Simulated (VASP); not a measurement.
VASP runs on VGe2 (space group Fm-3m) share one base input (PBE GGA, plane waves, VASP's PBE PAW potentials (set 64)) and change the settings named in each case.

POSCAR:
```
VGe2
4.283930
  0.0000000000   0.7071067921   0.7071067921
  0.7071067921   0.0000000000   0.7071067921
  0.7071067921   0.7071067921   0.0000000000
V Ge
1 2
Cart
  0.0000000000   0.0000000000   0.0000000000
  0.3535533961   0.3535533961   0.3535533961
  1.0606601882   1.0606601882   1.0606601882
```

### INCAR
```
SYSTEM  =  VGe2
PREC  =  Accurate; ENCUT  =  300; LREAL  =  F
LASPH  =  T
EDIFF  =  1E-6; NELM  =  100; ALGO  =  Normal
LMAXMIX  =  4
ISMEAR  =  -1; SIGMA  =  0.136
GGA  =  PE
MAGMOM  =  2.0 2*0.0
ISPIN  =  2
ISIF  =  2
LWAVE  =  F; LCHARG  =  F; LORBIT  =  11
```

File KPOINTS:
```
Automatic
0
G
 7 7 7
0 0 0
```

POTCAR, in this order: V_sv Ge_d (PBE.64 set). Program: vasp_std.

```csv
change,E(σ→0) (eV/atom),pressure (GPa),−TS (eV)
base run,-5.7512,-1.19,-0.1848
"GGA removed, POTCAR V_sv Ge_d (LDA.64 set)",-6.4647,[?],[?]
"GGA_COMPAT = .FALSE., ISPIN removed, LNONCOLLINEAR = .TRUE., LSORBIT = .TRUE., MAGMOM = 0.0 0.0 2.0 0.0 0.0 0.0 0.0 0.0 0.0, program vasp_ncl",-5.7605,-1.22,-0.1847
KPOINTS 5×5×5 Γ-centred mesh,-5.7616,-1.43,-0.1674
```

What belongs in the gaps?

- GGA removed, POTCAR V_sv Ge_d (LDA.64 set), pressure (GPa): -8.62
- GGA removed, POTCAR V_sv Ge_d (LDA.64 set), −TS (eV): -0.2114

Energies of different potentials or functionals have different zeros.  At 300 eV the pressure can carry a Pulay error.

Left out are runs that ran out of time, are held back, or changed the cell or the kind of run, fixed moments of cells without a moment, rows past the twelfth, gaps on odd meshes, pressures of charged cells and columns that move by less than the noise.

The structure was generated: VGe2 was put into an ordered model structure, which need not be its known phase. The cell was not relaxed at this level, its lattice was scaled by up to 2.5 %.
